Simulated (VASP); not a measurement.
# A point defect in a supercell of Bi2Se3 (Paraguanajuatite)

Wanted: what a point defect costs in Bi2Se3 (Paraguanajuatite) and how the lattice relaxes round it. The start is a cell from a database of measured crystal structures.

Calculated with VASP 6.6.1; SCAN; plane waves and PAW (Bi, Se), in the first sound run; inputs show where later runs differ.

### 1. The starting structure

The structure is trigonal, space group R-3m (No. 166). Conventional cell: a = 4.143 Å, b = 4.143 Å, c = 28.636 Å, α = 90.00°, β = 90.00°, γ = 120.00°. Nearest to Bi lie 6 Se at 2.85 to 3.07 Å. Se has 3 Bi at 2.85 Å nearest. Se has 6 Bi at 3.07 Å nearest. Farther neighbours and most contacts between anions are not listed.

Coordinates:

```cif
data_structure
_symmetry_space_group_name_H-M 'R-3m:H'
_symmetry_Int_Tables_number 166
_cell_length_a 4.1430
_cell_length_b 4.1430
_cell_length_c 28.6360
_cell_angle_alpha 90.000
_cell_angle_beta 90.000
_cell_angle_gamma 120.000
_cell_volume 425.67
loop_
_atom_site_label
_atom_site_type_symbol
_atom_site_symmetry_multiplicity
_atom_site_Wyckoff_symbol
_atom_site_fract_x
_atom_site_fract_y
_atom_site_fract_z
_atom_site_occupancy
Bi1 Bi 6 c 0.66667 0.33333 0.93253 1
Se1 Se 6 c 0.00000 0.00000 0.78830 1
Se2 Se 3 a 0.00000 0.00000 0.00000 1
```

### 2. The host at zero pressure

First cell and atoms are relaxed at a raised cutoff, so that later runs start from this functional's own cell.

INCAR

```
SYSTEM = Bi2Se3
PREC = Accurate
ENCUT = 350
EDIFF = 1E-06
NELM = 120
ISMEAR = 0
SIGMA = 0.05
LREAL = .FALSE.
ALGO = Normal
METAGGA = SCAN
LASPH = .TRUE.
NBANDS = 20
LORBIT = 11
LWAVE = .FALSE.
LCHARG = .FALSE.
KPAR = 4
IBRION = 2
NSW = 40
ISIF = 3
EDIFFG = -0.02
POTIM = 0.4
```

POSCAR

```
Bi2Se3
1.0
    2.0715000000      1.1959810826      9.5453333333
   -2.0715000000      1.1959810826      9.5453333333
    0.0000000000     -2.3919621653      9.5453333333
Bi Se
2 3
Direct
    0.5992000000      0.5992000000      0.5992000000
    0.4008000000      0.4008000000      0.4008000000
    0.7883000000      0.7883000000      0.7883000000
    0.2117000000      0.2117000000      0.2117000000
    0.0000000000      0.0000000000      0.0000000000
```

KPOINTS

```
Automatic mesh
0
Gamma
5 5 5
0 0 0
```

The projector-augmented-wave data sets are Bi and Se (PBE family, release 64).

On the command line:

```sh
$ mpirun -np 4 vasp_std
```

The program printed:

```text
[banner, memory and clock lines left out]
running    4 mpi-ranks, on    1 nodes
[...]
|                                                                             |
|               ----> ADVICE to this user running VASP <----                  |
|                                                                             |
|     You enforced a specific xc type in the INCAR file but a different       |
|     [... a line on the potential file left out ...]
|     I HOPE YOU KNOW WHAT YOU ARE DOING!                                     |
|                                                                             |

 LDA part: xc-table for (None), standard interpolation
 POSCAR, INCAR and KPOINTS ok, starting setup
[...]
entering main loop
       N       E                     dE             d eps       ncg     rms          rms(c)
DAV:   1    -0.881409926548E+02   -0.88141E+02   -0.88968E+03   760   0.862E+02
DAV:   2    -0.214004756887E+03   -0.12586E+03   -0.12243E+03  1068   0.161E+02
DAV:   3    -0.223926209158E+03   -0.99215E+01   -0.98016E+01   888   0.488E+01
DAV:   4    -0.224183080228E+03   -0.25687E+00   -0.25631E+00  1084   0.793E+00
[...]
DAV:  13    -0.218837359320E+03   -0.33264E-05   -0.10752E-05   896   0.206E-02    0.682E-03
DAV:  14    -0.218837360879E+03   -0.15588E-05   -0.26785E-06   736   0.974E-03    0.327E-03
DAV:  15    -0.218837361050E+03   -0.17062E-06   -0.33877E-07   436   0.438E-03
   1 F= -.21883736E+03 E0= -.21883736E+03  d E =-.218837E+03
[... from here on, the cycles between the ionic steps are left out ...]
   2 F= -.21884548E+03 E0= -.21884548E+03  d E =-.811487E-02
   3 F= -.21884684E+03 E0= -.21884684E+03  d E =-.947883E-02
   4 F= -.21884837E+03 E0= -.21884837E+03  d E =-.153105E-02
   5 F= -.21885252E+03 E0= -.21885252E+03  d E =-.567585E-02
   6 F= -.21885846E+03 E0= -.21885846E+03  d E =-.116181E-01
   7 F= -.21886261E+03 E0= -.21886261E+03  d E =-.157660E-01
[...]
hard stop encountered!  aborting job ...
[...]
|     The electronic self-consistency was not achieved in the given           |
[...]
soft stop encountered!  aborting job ...
   8 F= -.21886466E+03 E0= -.21886466E+03  d E =-.419613E-16
 deleting file STOPCAR
```

Wall time 21 min (4 MPI ranks of AMD EPYC 7R43, shared host); peak memory 2.3 GiB.

Lines that name or quote the potential files are left out of all logs, and their timing lines are given in words.

Relaxation path:

| step | energy less that of the first step (eV) | largest force (eV/Å) | pressure (GPa) | volume (Å³) |
| --- | --- | --- | --- | --- |
| 1 | 0.0000 | 0.1496 | 1.16 | 141.89 |
| 2 | -0.0081 | 0.1948 | -0.44 | 145.30 |
| 3 | -0.0095 | 0.1319 | -0.01 | 144.34 |
| 4 | -0.0110 | 0.1231 | -0.01 | 144.50 |
| 5 | -0.0152 | 0.0938 | -0.02 | 144.98 |
| 6 | -0.0211 | 0.1037 | -0.02 | 145.92 |
| 7 | -0.0252 | 0.1827 | 0.03 | 147.81 |

| conventional cell, symmetrised | before | after | change |
| --- | --- | --- | --- |
| a (Å) | 4.143 | 4.157 | +0.3 % |
| b (Å) | 4.143 | 4.157 | +0.3 % |
| c (Å) | 28.636 | 29.630 | +3.5 % |
| volume (Å³/atom) | 28.38 | 29.56 | +4.2 % |

The atoms that moved most (Å, as changes of fractional coordinates times the final cell):

| atom | dx | dy | dz | length |
| --- | --- | --- | --- | --- |
| Se3 | 0.000 | 0.000 | -0.105 | 0.105 |
| Se4 | 0.000 | 0.000 | 0.105 | 0.105 |
| Bi1 | 0.000 | 0.000 | 0.048 | 0.048 |
| Bi2 | 0.000 | 0.000 | -0.048 | 0.048 |

The relaxed structure:

```
Bi Se
1.0
     2.07854    1.20004    9.87653
    -2.07854    1.20004    9.87653
     0.00000   -2.40009    9.87653
Bi Se
2 3
Direct
  0.60081 0.60081 0.60081
  0.39919 0.39919 0.39919
  0.78475 0.78475 0.78475
  0.21525 0.21525 0.21525
  0.00000 0.00000 0.00000
```

The stop cut the electronic loop of the last step short, so that step is set aside; the step before it may be unsound too where the loop had begun to diverge.

The run met its time limit with a largest force of 0.18 eV/Å at its last finished step, so it is continued.

### 3. Going on with the relaxation

The relaxation goes on from where it stopped.

INCAR, as its differences from that of step 2:

```diff
@@ -20,2 +20,2 @@
 EDIFFG = -0.02
-POTIM = 0.4
+POTIM = 0.25
```

POSCAR

```
Bi2Se3
1.0
    2.0786428807      1.2001050267      9.9012997472
   -2.0786428807      1.2001050267      9.9012997472
    0.0000000000     -2.4002100535      9.9012997472
Bi Se
2 3
Direct
    0.6008067874      0.6008067874      0.6008067874
    0.3991932126      0.3991932126      0.3991932126
    0.7847529713      0.7847529713      0.7847529713
    0.2152470287      0.2152470287      0.2152470287
    0.0000000000      0.0000000000      0.0000000000
```

KPOINTS is that of step 2.

On the command line:

```sh
$ mpirun -np 4 vasp_std
```

The program printed:

```text
[banner, memory and clock lines left out]
running    4 mpi-ranks, on    1 nodes
 distrk:  each k-point on    1 cores,    4 groups
 distr:  one band on    1 cores,    1 groups

 POSCAR found type information on POSCAR BiSe
 POSCAR found :  2 types and       5 ions
 [... a notice as in an earlier step ...]

 LDA part: xc-table for (None), standard interpolation
 POSCAR, INCAR and KPOINTS ok, starting setup
 FFT: planning ... GRIDC
 FFT: planning ... GRID_SOFT
 FFT: planning ... GRID
 WAVECAR not read
 entering main loop
       N       E                     dE             d eps       ncg     rms          rms(c)
DAV:   1    -0.871503572008E+02   -0.87150E+02   -0.87807E+03   760   0.859E+02
DAV:   2    -0.213845653390E+03   -0.12670E+03   -0.12287E+03  1052   0.157E+02
DAV:   3    -0.224003855606E+03   -0.10158E+02   -0.10053E+02   888   0.495E+01
DAV:   4    -0.224270155160E+03   -0.26630E+00   -0.26574E+00  1104   0.822E+00
DAV:   5    -0.224272125196E+03   -0.19700E-02   -0.19698E-02   904   0.675E-01    0.696E+00
DAV:   6    -0.218710041107E+03    0.55621E+01   -0.37892E+00   840   0.980E+00    0.369E+00
DAV:   7    -0.218828532932E+03   -0.11849E+00   -0.68866E-01   844   0.488E+00    0.249E+00
DAV:   8    -0.218859311257E+03   -0.30778E-01   -0.11435E-01   852   0.208E+00    0.657E-01
DAV:   9    -0.218862358763E+03   -0.30475E-02   -0.77077E-03   876   0.716E-01    0.236E-01
DAV:  10    -0.218863571522E+03   -0.12128E-02   -0.36518E-03   824   0.413E-01    0.106E-01
DAV:  11    -0.218863558886E+03    0.12636E-04   -0.26859E-04   872   0.991E-02    0.598E-02
DAV:  12    -0.218863687632E+03   -0.12875E-03   -0.29657E-04   800   0.124E-01    0.184E-02
DAV:  13    -0.218863690541E+03   -0.29096E-05   -0.11017E-05   868   0.213E-02    0.729E-03
DAV:  14    -0.218863691647E+03   -0.11060E-05   -0.28006E-06   768   0.983E-03    0.343E-03
DAV:  15    -0.218863691806E+03   -0.15851E-06   -0.32887E-07   452   0.433E-03
   1 F= -.21886369E+03 E0= -.21886369E+03  d E =-.218864E+03
 curvature:   0.00 expect dE= 0.000E+00 dE for cont linesearch  0.000E+00
 trial: gam= 0.00000 g(F)=  0.165E-02 g(S)=  0.199E-03 ort = 0.000E+00 (trialstep = 0.100E+01)
 search vector abs. value=  0.185E-02
 bond charge predicted
       N       E                     dE             d eps       ncg     rms          rms(c)
DAV:   1    -0.218865208405E+03   -0.15168E-02   -0.18477E-02   768   0.707E-01    0.727E-02
DAV:   2    -0.218865276965E+03   -0.68560E-04   -0.13904E-03   928   0.213E-01    0.430E-02
DAV:   3    -0.218865264946E+03    0.12018E-04   -0.13426E-04   852   0.633E-02    0.193E-02
DAV:   4    -0.218865258328E+03    0.66183E-05   -0.27123E-05   904   0.258E-02    0.957E-03
DAV:   5    -0.218865260706E+03   -0.23785E-05   -0.86698E-06   952   0.149E-02    0.712E-03
DAV:   6    -0.218865263888E+03   -0.31820E-05   -0.72023E-07   440   0.652E-03    0.130E-03
DAV:   7    -0.218865264444E+03   -0.55593E-06   -0.23434E-07   428   0.323E-03
   2 F= -.21886526E+03 E0= -.21886526E+03  d E =-.157264E-02
 trial-energy change:   -0.001573  1 .order   -0.001571   -0.001848   -0.001293
 step:   3.3277(harm=  3.3277)  dis= 0.01420  next Energy=  -218.866767 (dE=-0.308E-02)
 bond charge predicted
       N       E                     dE             d eps       ncg     rms          rms(c)
DAV:   1    -0.218866525085E+03   -0.12612E-02   -0.10011E-01   760   0.165E+00    0.170E-01
DAV:   2    -0.218866894485E+03   -0.36940E-03   -0.75178E-03   940   0.498E-01    0.101E-01
DAV:   3    -0.218866815365E+03    0.79120E-04   -0.74913E-04   848   0.149E-01    0.448E-02
DAV:   4    -0.218866772834E+03    0.42531E-04   -0.14160E-04   904   0.592E-02    0.225E-02
DAV:   5    -0.218866777186E+03   -0.43515E-05   -0.48314E-05   996   0.350E-02    0.164E-02
DAV:   6    -0.218866786157E+03   -0.89712E-05   -0.43851E-06   812   0.154E-02    0.356E-03
DAV:   7    -0.218866787649E+03   -0.14921E-05   -0.87831E-07   420   0.577E-03    0.134E-03
DAV:   8    -0.218866787393E+03    0.25601E-06   -0.16003E-07   412   0.218E-03
   3 F= -.21886679E+03 E0= -.21886679E+03  d E =-.309559E-02
 curvature:  -1.66 expect dE=-0.651E-04 dE for cont linesearch -0.317E-10
 trial: gam= 0.02107 g(F)=  0.201E-04 g(S)=  0.190E-04 ort = 0.188E-06 (trialstep = 0.147E+01)
 search vector abs. value=  0.400E-04
 reached required accuracy - stopping structural energy minimisation
```

The job ended after 7.6 min (4 MPI ranks; peak memory 2.7 GiB).

Parts of OUTCAR (step 3):

```text
ion  position               nearest neighbor table
   1  0.601  0.601  0.601-   4 2.86   4 2.86   4 2.86   5 3.10   5 3.10   5 3.10
   2  0.399  0.399  0.399-   3 2.86   3 2.86   3 2.86   5 3.10   5 3.10   5 3.10
   3  0.785  0.785  0.785-   2 2.86   2 2.86   2 2.86
   4  0.215  0.215  0.215-   1 2.86   1 2.86   1 2.86
   5  0.000  0.000  0.000-   1 3.10   1 3.10   2 3.10   2 3.10   1 3.10   2 3.10

  LATTYP: Found a trigonal (rhomboedric) cell.
 ALAT       =    10.1880687564
 COS(alpha) =     0.9167458242

 Subroutine GETGRP returns: Found 12 space group operations
 (whereof 12 operations were pure point group operations)

The static configuration has the point symmetry D_3d.

 Found     19 irreducible k-points:

   k-points           NKPTS =     19   k-points in BZ     NKDIM =     19   number of bands    NBANDS=     20

   dimension x,y,z NGX =    64 NGY =   64 NGZ =   64
   dimension x,y,z NGXF=   128 NGYF=  128 NGZF=  128

   ENCUT  =  350.0 eV  25.72 Ry    5.07 a.u.  15.54 15.54 15.54*2*pi/ulx,y,z

   NELECT =      28.0000    total number of electrons

 k-points in reciprocal lattice and weights: Automatic mesh
   0.00000000  0.00000000  0.00000000       0.008
   0.20000000  0.00000000  0.00000000       0.048
   0.40000000  0.00000000  0.00000000       0.048
   0.20000000  0.20000000  0.00000000       0.048
   0.40000000  0.20000000 -0.00000000       0.096
  -0.40000000  0.20000000  0.00000000       0.096
  -0.20000000  0.20000000  0.00000000       0.048
   0.40000000  0.40000000  0.00000000       0.048
  -0.40000000  0.40000000  0.00000000       0.048
[...]
0.40000000  0.40000000  0.40000000       0.016
  -0.40000000  0.40000000  0.40000000       0.048

 average (electrostatic) potential at core
       1 -67.6124       2 -67.6124       3 -58.7353       4 -58.7353       5 -58.5491

 E-fermi :   3.8720

 k-point     1 :       0.0000    0.0000    0.0000
  band No.  band energies     occupation
    ...
     10       1.8782      2.00000
     11       1.8782      2.00000
     12       2.4950      2.00000
     13       2.4950      2.00000
     14       3.6272      2.00000
     15       4.1774      0.00000
     16       5.2361      0.00000
     17       5.2361      0.00000
     18       6.0454      0.00000
     19       6.4561      0.00000
    ...

 k-point     2 :       0.2000    0.0000    0.0000
  band No.  band energies     occupation
    ...
     10       1.5527      2.00000
     11       2.4039      2.00000
     12       2.4419      2.00000
     13       2.4477      2.00000
     14       3.1145      2.00000
     15       5.1690      0.00000
     16       5.6554      0.00000
     17       5.8990      0.00000
     18       6.3742      0.00000
     19       6.7518      0.00000
    ...

 k-point     3 :       0.4000    0.0000    0.0000
  band No.  band energies     occupation
    ...
     10       0.8427      2.00000
     11       1.0508      2.00000
     12       1.9713      2.00000
     13       2.4327      2.00000
     14       3.0725      2.00000
     15       4.8580      0.00000
     16       5.8685      0.00000
     17       6.5116      0.00000
     18       6.9868      0.00000
     19       7.7336      0.00000
    ...

  Total        0.0443095      0.0443095     -0.0034405      0.0000000      0.0000000      0.0000000
  in kB        0.4815273      0.4815273     -0.0373892      0.0000000      0.0000000      0.0000000
  external PRESSURE =       0.3085551 kB  Pullay stress =       0.0000000 kB

  energy-cutoff  :      350.00
  volume of cell :      147.43
      direct lattice vectors                 reciprocal lattice vectors
     2.076130753  1.198654649  9.873850034     0.240832616  0.139044776  0.033759206
    -2.076130753  1.198654649  9.873850034    -0.240832616  0.139044776  0.033759206
     0.000000000 -2.397309298  9.873850034     0.000000000 -0.278089551  0.033759206

 POSITION                                       TOTAL-FORCE (eV/Angst)
 -----------------------------------------------------------------------------------
      0.00000     -0.00000     17.81100         0.000000     -0.000000      0.009040
      0.00000     -0.00000     11.81055         0.000000      0.000000     -0.009040
      0.00000     -0.00000     23.24992         0.000000      0.000000     -0.018317
      0.00000     -0.00000      6.37163         0.000000     -0.000000      0.018317
      0.00000      0.00000      0.00000         0.000000      0.000000     -0.000000
 -----------------------------------------------------------------------------------
    total drift:                               -0.000000     -0.000000      0.000000

  FREE ENERGIE OF THE ION-ELECTRON SYSTEM (eV)
  ---------------------------------------------------
  free  energy   TOTEN  =      -218.8667873929 eV

  energy  without entropy=     -218.8667873929  energy(sigma->0) =     -218.86678739

 reached required accuracy - stopping structural energy minimisation

 total charge
# of ion       s       p       d       tot
------------------------------------------
    1        1.803   1.511   0.145   3.459
    2        1.803   1.511   0.145   3.459
    3        1.492   2.294   0.020   3.805
    4        1.492   2.294   0.020   3.805
    5        1.473   2.357   0.020   3.850
--------------------------------------------------
tot          8.062   9.967   0.351  18.379

[... 3 further parts left out ...]
```

CONTCAR:

```
Bi2Se3
   1.00000000000000
     2.0761307526710815    1.1986546489063539    9.8738500342486599
    -2.0761307526710815    1.1986546489063539    9.8738500342486599
     0.0000000000000000   -2.3973092979123098    9.8738500342486262
  Bi              Se
     2     3
Direct
     0.6012850803755906    0.6012850803755906    0.6012850803755906
     0.3987149196244094    0.3987149196244094    0.3987149196244094
     0.7848987338565516    0.7848987338565516    0.7848987338565516
     0.2151012661434483    0.2151012661434483    0.2151012661434483
     0.0000000000000000    0.0000000000000000    0.0000000000000000
```

The gap is read on the k-mesh alone, so it is an upper bound where the band edges lie off the mesh. The PAW data sets were made with PBE, which is usual practice but a small mismatch for other functionals. The data set Bi keeps the semicore shell frozen, which is cheaper and a little less accurate. The run keeps the 12 symmetry operations of its start, so it cannot find a distortion of lower symmetry.

Relaxation path:

| step | energy less that of the first step (eV) | largest force (eV/Å) | pressure (GPa) | volume (Å³) |
| --- | --- | --- | --- | --- |
| 1 | 0.0000 | 0.1769 | -0.12 | 148.20 |
| 2 | -0.0016 | 0.1264 | -0.07 | 147.97 |
| 3 | -0.0031 | 0.0183 | 0.03 | 147.43 |

| conventional cell, symmetrised | before | after | change |
| --- | --- | --- | --- |
| a (Å) | 4.157 | 4.152 | -0.1 % |
| b (Å) | 4.157 | 4.152 | -0.1 % |
| c (Å) | 29.704 | 29.622 | -0.3 % |
| volume (Å³/atom) | 29.64 | 29.49 | -0.5 % |

The atoms that moved most (Å, as changes of fractional coordinates times the final cell):

| atom | dx | dy | dz | length |
| --- | --- | --- | --- | --- |
| Bi2 | 0.000 | 0.000 | -0.014 | 0.014 |
| Bi1 | 0.000 | 0.000 | 0.014 | 0.014 |

Final coordinates:

```xyz
5
Lattice="2.0761 1.1987 9.8739 -2.0761 1.1987 9.8739 0.0000 -2.3973 9.8739" Properties=species:S:1:pos:R:3 pbc="T T T"
Bi    0.0000    0.0000   17.8110
Bi    0.0000    0.0000   11.8106
Se    0.0000    0.0000   23.2499
Se    0.0000    0.0000    6.3716
Se    0.0000    0.0000    0.0000
```

Numbers from this step:

```yaml
electronic_cycles: 30
electrons: 28
free_energy_toten: -218.8668 eV
fermi_energy: 3.872 eV
labelled_metallic_from_the_levels_on_this_mesh: no
gap_on_the_k_mesh: 0.5502 eV
least_direct_gap_on_the_k_mesh: 0.5502 eV
```

The run ended after 3 ionic steps, 0.003 eV below its first step, once forces and stress met EDIFFG = -0.02.

(Part 1 of 3 ends here.)

[Lines on the potential files, build, host, timing and source positions are cut from VASP's logs without a mark.]

[Logs are printed without paths, hosts, clocks, repeated set-up lines and the standing remarks that a program may print on its own settings, such as how far it seeks lower states.]

[Hosts, paths, dates, database ids (printed as entryN), source tags and the programs' standing remarks are cut or masked in the printed files.]

[In band tables of VASP the shares of atoms and orbitals are scaled to a sum of 1 inside the atoms' spheres.]

[Runs that stopped without an error message from VASP are left out.]
